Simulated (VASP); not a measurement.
Calculation: PBEsol GGA, VASP's PBE PAW potentials (set 64) (plane waves; VASP).

Input for VASP

File POSCAR:
```
Au
2.8049920
 -0.5773502092   0.5773502092   0.5773502092
  0.5773502092  -0.5773502092   0.5773502092
  0.5773502092   0.5773502092  -0.5773502092
Au
1
Cartesian
  0.0000000000   0.0000000000   0.0000000000
```

INCAR:
```
SYSTEM  =  Au
PREC  =  Accurate; ENCUT  =  400; LREAL  =  .False.
LASPH  =  .True.
EDIFF  =  1E-7; NELM  =  100; ALGO  =  Normal
LMAXMIX  =  6
ISMEAR  =  -5
GGA  =  PS
ISIF  =  2
LWAVE  =  .False.; LCHARG  =  .True.; LORBIT  =  11
NEDOS  =  601
```

File KPOINTS:
```
Automatic mesh
0
Gamma
18 18 18
0 0 0
```

POTCAR, in this order: Au (PBE.64 set). Program: vasp_std.

What will the output report for the number of irreducible k-points (NKPTS), number of bands (NBANDS), largest plane-wave count, number of space-group operations, FFT grid (NGX, NGY, NGZ)?

* **number of irreducible k-points (NKPTS)**: 195
* **number of bands (NBANDS)**: 9
* **largest plane-wave count**: 325
* **number of space-group operations**: 48
* **FFT grid (NGX, NGY, NGZ)**: 18 × 18 × 18

The structure was generated: Au was put into the bcc type (Im-3m), which need not be its known phase. It was relaxed first.
